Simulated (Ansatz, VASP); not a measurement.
# Cross-check of VSeS (1T-VSSe monolayer) between VASP and Ansatz, part 2 of 2

One calculation is typed for both programs; each brings its own data sets. How far apart do they land? The structure shown is the start of the Ansatz relaxation below; VASP solves that cell, so the two are compared at the walk's first step.

VASP 6.6.1 and Ansatz 0.2.0.

So far: Set-up; Ansatz: relaxation, PBE with D3(BJ).

## (3) VASP: single point, PBE with D3(BJ), start cell

Level of this step: PBE with D3(BJ), spin-polarised from a ferromagnetic start; plane waves and PAW (Se, V_sv, S) (VASP).

The same cell, functional, mesh and smearing now go to VASP, with its own data sets.

Lines of VASP's logs that name or quote its potential files are left out, and so is its time.

Input file INCAR:

```
SYSTEM = VSeS
PREC = Accurate
ENCUT = 400
EDIFF = 1E-06
NELM = 200
ISMEAR = -1
SIGMA = 0.05
LREAL = .FALSE.
ALGO = Normal
GGA = PE
IVDW = 12
NBANDS = 21
ISPIN = 2
MAGMOM = -0.04 0.48 -0.01
LASPH = .TRUE.
LMAXMIX = 4
LORBIT = 11
LWAVE = .FALSE.
LCHARG = .FALSE.
ISIF = 2
LDIPOL = .TRUE.
IDIPOL = 3
DIPOL = 0.5 0.5 0.501
LVHAR = .TRUE.
GGA_COMPAT = .FALSE.
NELMDL = -8
KPAR = 2
```

Input file POSCAR:

```
VSeS
1.0
    3.2500000000      0.0000000000      0.0000000000
   -1.6250000000      2.8145830000      0.0000000000
    0.0000000000      0.0000000000     37.7660930000
Se V S
1 1 1
Direct
    0.6666666075      0.3333332149      0.4554349850
    0.0000000000      0.0000000000      0.5029758307
    0.3333332149      0.6666664298      0.5445650150
```

Input file KPOINTS:

```
Automatic mesh
0
Gamma
12 12 1
0 0 0
```

Potentials, in the order of the species: Se, V_sv and S (PBE family, release 64).

On the command line:

```sh
$ mpirun -np 2 vasp_std
```

Numbers of over 12 decimals in the logs are rounded to 6 here.

Log:

```text
[banner, memory and clock lines left out]
running    2 mpi-ranks, on    1 nodes
 distrk:  each k-point on    1 cores,    2 groups
 distr:  one band on    1 cores,    1 groups

 POSCAR found type information on POSCAR SeV S
 POSCAR found :  3 types and       3 ions
 LDA part: xc-table for (Slater+PW92), standard interpolation
 POSCAR, INCAR and KPOINTS ok, starting setup
 FFT: planning ... GRIDC
 FFT: planning ... GRID_SOFT
 FFT: planning ... GRID
 WAVECAR not read
 entering main loop
       N       E                     dE             d eps       ncg     rms          rms(c)
DAV:   1     0.133852725998E+03    0.13385E+03   -0.10661E+04  2180   0.682E+02
DAV:   2    -0.965950449659E+01   -0.14351E+03   -0.13944E+03  2229   0.196E+02
DAV:   3    -0.219343516345E+02   -0.12275E+02   -0.12102E+02  1989   0.508E+01
DAV:   4    -0.222213430981E+02   -0.28699E+00   -0.28651E+00  2024   0.876E+00
DAV:   5    -0.222270005378E+02   -0.56574E-02   -0.56568E-02  2070   0.123E+00
DAV:   6    -0.222271612370E+02   -0.16070E-03   -0.16069E-03  2137   0.198E-01
DAV:   7    -0.222271681642E+02   -0.69273E-05   -0.69271E-05  2121   0.363E-02
DAV:   8    -0.222271685394E+02   -0.37517E-06   -0.37529E-06  1842   0.771E-03    0.193E+01
DAV:   9    -0.279068149241E+02   -0.56796E+01   -0.11298E+02  1746   0.516E+01    0.325E+01
DAV:  10    -0.205325199362E+02    0.73743E+01   -0.14916E+02  2047   0.673E+01    0.118E+01
DAV:  11    -0.189913909402E+02    0.15411E+01   -0.59187E+00  1794   0.131E+01    0.510E+00
DAV:  12    -0.186861925142E+02    0.30520E+00   -0.86475E-01  1918   0.534E+00    0.197E+00
DAV:  13    -0.186489906769E+02    0.37202E-01   -0.12399E-01  1949   0.206E+00    0.108E+00
DAV:  14    -0.186225542998E+02    0.26436E-01   -0.15494E-01  1826   0.246E+00    0.800E-01
[...]
DAV:  33    -0.186800255851E+02   -0.18039E-02   -0.46312E-06  1787   0.106E-02    0.840E-03
DAV:  34    -0.186802693692E+02   -0.24378E-03   -0.89433E-07  1443   0.571E-03    0.456E-03
DAV:  35    -0.186803274757E+02   -0.58107E-04   -0.10475E-06  1353   0.602E-03    0.908E-04
DAV:  36    -0.186803418545E+02   -0.14379E-04   -0.13644E-07  1344   0.185E-03    0.556E-04
DAV:  37    -0.186803456504E+02   -0.37958E-05   -0.62604E-08  1326   0.145E-03    0.896E-04
DAV:  38    -0.186803478784E+02   -0.22281E-05   -0.46858E-08  1327   0.105E-03    0.446E-04
DAV:  39    -0.186803504314E+02   -0.25530E-05   -0.51219E-08  1290   0.101E-03    0.311E-04
DAV:  40    -0.186803511932E+02   -0.76185E-06   -0.10601E-08  1233   0.423E-04
   1 F= -.19570850E+02 E0= -.19564910E+02  d E =-.118807E-01  mag=     0.7180
```

From OUTCAR (step 3):

```text
ion  position               nearest neighbor table
   1  0.667  0.333  0.455-   2 2.60   2 2.60   2 2.60
   2  0.000  0.000  0.503-   3 2.45   3 2.45   3 2.45   1 2.60   1 2.60   1 2.60
   3  0.333  0.667  0.545-   2 2.45   2 2.45   2 2.45

  LATTYP: Found a hexagonal cell.
 ALAT       =     3.2500000000
 C/A-ratio  =    11.6203363077

 Subroutine GETGRP returns: Found  6 space group operations
 (whereof  6 operations were pure point group operations)

The static configuration has the point symmetry C_3v.

 Found     19 irreducible k-points:

   k-points           NKPTS =     19   k-points in BZ     NKDIM =     19   number of bands    NBANDS=     21

   dimension x,y,z NGX =    24 NGY =   24 NGZ =  250
   dimension x,y,z NGXF=    48 NGYF=   48 NGZF=  500

   ENCUT  =  400.0 eV  29.40 Ry    5.42 a.u.   5.30  5.30 61.59*2*pi/ulx,y,z

   NELECT =      25.0000    total number of electrons

 k-points in reciprocal lattice and weights: Automatic mesh
   0.00000000  0.00000000  0.00000000       0.007
   0.08333333  0.00000000  0.00000000       0.042
   0.16666667  0.00000000  0.00000000       0.042
   0.25000000  0.00000000  0.00000000       0.042
   0.33333333  0.00000000  0.00000000       0.042
   0.41666667  0.00000000  0.00000000       0.042
   0.50000000  0.00000000  0.00000000       0.021
   0.08333333  0.08333333  0.00000000       0.042
   0.16666667  0.08333333  0.00000000       0.083
[...]
0.33333333  0.25000000  0.00000000       0.083
   0.33333333  0.33333333  0.00000000       0.014

 dipolmoment           0.000000      0.000000      0.032891 electrons x Angstroem

 average (electrostatic) potential at core
       1 -61.8683       2 -84.5218       3 -94.9209

 E-fermi :  -3.3781

 spin component 1
 k-point     1 :       0.0000    0.0000    0.0000
  band No.  band energies     occupation
    ...
      9      -5.3840      1.00000
     10      -5.3840      1.00000
     11      -3.8373      0.99990
     12      -3.6930      0.99816
     13      -3.6930      0.99816
     14      -2.4042      0.00000
     15      -2.4042      0.00000
     16      -0.5323      0.00000
     17      -0.5323      0.00000
     18       0.7934      0.00000
    ...

 k-point     2 :       0.0833    0.0000    0.0000
  band No.  band energies     occupation
    ...
      9      -5.3618      1.00000
     10      -5.2676      1.00000
     11      -4.0376      1.00000
     12      -3.8268      0.99987
     13      -3.7886      0.99973
     14      -2.6285      0.00000
     15      -2.3557      0.00000
     16      -0.9494      0.00000
     17      -0.6134      0.00000
     18       0.9601      0.00000
    ...

 k-point     3 :       0.1667    0.0000    0.0000
  band No.  band energies     occupation
    ...
      9      -5.3335      1.00000
     10      -5.2945      1.00000
     11      -4.9192      1.00000
     12      -4.0700      1.00000
     13      -3.8692      0.99995
     14      -2.8460      0.00002
     15      -2.3409      0.00000
     16      -1.5213      0.00000
     17      -0.7611      0.00000
     18       1.3711      0.00000
    ...

 k-point     4 :       0.2500    0.0000    0.0000
  band No.  band energies     occupation
    ...
      9      -6.3919      1.00000
     10      -5.3918      1.00000
     11      -5.3109      1.00000
     12      -4.1952      1.00000
     13      -4.0881      1.00000
     14      -2.8770      0.00004
     15      -2.4633      0.00000
     16      -1.5537      0.00000
     17      -0.8462      0.00000
     18       1.9676      0.00000
    ...

 k-point     5 :       0.3333    0.0000    0.0000
  band No.  band energies     occupation
    ...
      9      -7.0690      1.00000
     10      -5.6636      1.00000
     11      -5.5461      1.00000
     12      -4.3158      1.00000
     13      -4.1614      1.00000
     14      -2.7154      0.00000
     15      -2.6351      0.00000
     16      -1.2048      0.00000
     17      -0.8704      0.00000
     18       2.5085      0.00000
    ...

 k-point     6 :       0.4167    0.0000    0.0000
  band No.  band energies     occupation
    ...
      9      -6.7577      1.00000
     10      -5.8348      1.00000
     11      -5.6888      1.00000
     12      -4.4521      1.00000
     13      -4.0910      1.00000
     14      -2.7483      0.00000
     15      -2.5136      0.00000
     16      -0.8759      0.00000
     17      -0.8240      0.00000
     18       2.1281      0.00000
    ...

 Edisp (eV)   -0.89050

  Total      -2.59943    -2.59943    -6.21234    -0.00000     0.00000     0.00000
  in kB     -12.05559   -12.05560   -28.81155    -0.00000     0.00000     0.00000
  external pressure =      -17.64 kB  Pullay stress =        0.00 kB

  energy-cutoff  :      400.00
  volume of cell :      345.46
      direct lattice vectors                 reciprocal lattice vectors
     3.250000000  0.000000000  0.000000000     0.307692308  0.177646209  0.000000000
    -1.625000000  2.814583000  0.000000000     0.000000000  0.355292418  0.000000000
     0.000000000  0.000000000 37.766093000     0.000000000  0.000000000  0.026478778

 POSITION                                       TOTAL-FORCE (eV/Angst)
 -----------------------------------------------------------------------------------
      1.62500      0.93819     17.20000        -0.000000     -0.000000      1.637050
      0.00000      0.00000     18.99543        -0.000000     -0.000000      0.351923
      0.00000      1.87639     20.56609         0.000000      0.000000     -1.988973
 -----------------------------------------------------------------------------------
    total drift:                               -0.000000      0.000442     -0.000787

  FREE ENERGIE OF THE ION-ELECTRON SYSTEM (eV)
  ---------------------------------------------------
  free  energy   TOTEN  =       -19.5708502153 eV

  energy  without entropy=      -19.5589695398  energy(sigma->0) =      -19.56490988

 vacuum level on the upper side and lower side of the slab         2.122         1.472

 total charge
# of ion       s       p       d       tot
------------------------------------------
    1        1.488   2.254   0.041   3.782
    2        2.219   6.186   2.944  11.349
    3        1.367   2.281   0.000   3.649
--------------------------------------------------
tot          5.073  10.721   2.986  18.780

 magnetization (x)
# of ion       s       p       d       tot
------------------------------------------
    1       -0.003  -0.060   0.002  -0.061
    2        0.007   0.007   0.738   0.752
    3       -0.002  -0.036   0.000  -0.037
--------------------------------------------------
tot          0.003  -0.089   0.740   0.653

[... 6 further parts left out ...]
```

The cell holds one magnetic atom, so no antiferromagnetic order fits into it.

## (4) Differences

Known differences besides the potentials themselves: VASP starts from the moments at which Ansatz ended; Ansatz cuts the interaction across the vacuum, VASP repeats the sheet with a dipole correction; the data sets hold 35 valence electrons in Ansatz (on its default PAW (the set named soft_2) files) and 25 in VASP; the cutoff is 420 eV in Ansatz and 400 eV in VASP. Total energies have different zeros and are not compared.

Forces (eV/Å; atoms numbered as in POSCAR):

```csv
atom,"Ansatz x, y, z","VASP x, y, z"
Se1,"0.000, 0.000, 1.658","0.000, 0.000, 1.637"
V2,"0.000, 0.000, 0.340","0.000, 0.000, 0.352"
S3,"0.000, 0.000, -1.998","0.000, 0.000, -1.989"
```

The forces differ by 8.5 meV/Å r.m.s., which is 1.0 % of the r.m.s. force of 0.867 eV/Å (both taken over all components). Moments aren't recorded for both runs of this pair, so they may hold unlike magnetic states. With vacuum in the cell, a pressure given here is an average over mostly empty space and none of the material.

## (5) What came out

```json
{"r.m.s. force difference (single point, PBE with D3(BJ), start cell)": "0.98 % of the r.m.s. force"}
```

**Reading.** The r.m.s. force difference is 0.98 % of the r.m.s. force (single point, PBE with D3(BJ), start cell), within the 3 % picked in this series as the mark of a large difference. The data sets hold unlike numbers of valence electrons (35 in Ansatz and 25 in VASP), so part of the differences comes from the potentials. 1 further run of this series is not shown here. How closely two codes agree says nothing of how well the functional describes the real material.

[Lines on the potential files, build, host, timing and source positions are cut from VASP's logs without a mark.]

[Logs are printed without paths, hosts, clocks, repeated set-up lines and the standing remarks that a program may print on its own settings, such as how far it seeks lower states.]

[Hosts, paths, dates, database ids (printed as entryN), source tags and the programs' standing remarks are cut or masked in the printed files.]
